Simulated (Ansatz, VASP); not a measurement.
## One calculation of GaF, two programs

File INCAR:

```
  PREC = Accurate
  ENCUT = 520
  EDIFF = 1E-6
  ISMEAR = -1
  SIGMA = 0.05
  LREAL = False
  LASPH = True
  NELM = 60
  ALGO = Normal
  ISIF = 2
  LWAVE = False
  LCHARG = False
  GGA = PE
  NBANDS = 17
```

Contents of KPOINTS:

```
Automatic mesh
0
Gamma
  8 8 8
```

POSCAR

```
GaF
1.0
    0.0000000000      2.9020627997      2.9020627997
    2.9020627997      0.0000000000      2.9020627997
    2.9020627997      2.9020627997      0.0000000000
Ga F
1 1
Direct
    0.2500000000      0.2500000000      0.2500000000
    0.0000000000      0.0000000000      0.0000000000
```

File input.yaml:

```yaml
crystal:
  lattice:
    - [0.0, 2.9020627997, 2.9020627997]
    - [2.9020627997, 0.0, 2.9020627997]
    - [2.9020627997, 2.9020627997, 0.0]
  atoms:
    - { symbol: Ga, position: [0.25, 0.25, 0.25] }
    - { symbol: F, position: [0.0, 0.0, 0.0] }
hamiltonian:
  xc: pbe
  pseudopotentials: { kind: paw }
kpoints:
  mp_grid: { grid: [8, 8, 8] }
scf:
  occupations: { method: fermi_dirac, width: 0.05 }
output:
  forces: true
  stress: true
  eigenvalues: true
  write_density: true
  write_potential: true
  elf: true
  volumetric_format: npy
```

The cell was built by a generator and needn't be a form met in nature.

Alike in both runs: task single point; functional PBE; k mesh 8 × 8 × 8; occupations fermi-dirac, width 0.05 eV; no spin polarisation.

|  | VASP | Ansatz |
| --- | --- | --- |
| version | VASP 6.6.1 | Ansatz 0.2.0 |
| potentials or method | VASP PAW PBE potentials, release 64 (Ga_d, F) | Ansatz PAW |
| plane-wave cutoff (eV) | 520 | 420 |
| valence electrons in the cell | 20 | 20 |

|  | VASP | Ansatz | Ansatz less VASP |
| --- | --- | --- | --- |
| gap on the k mesh at the Fermi level (eV) | 2.49 | 2.49 | +0.004 |
| least direct gap on the mesh (eV) | 2.50 | 2.51 | +0.004 |
| pressure (GPa) | -1.4 | -1.3 | +0.10 |

With one functional, cell and mesh, what is left measures potentials, basis and numerics.

A k mesh can miss the band edges. PBE gaps usually lie below the measured ones, often by a third to a half.
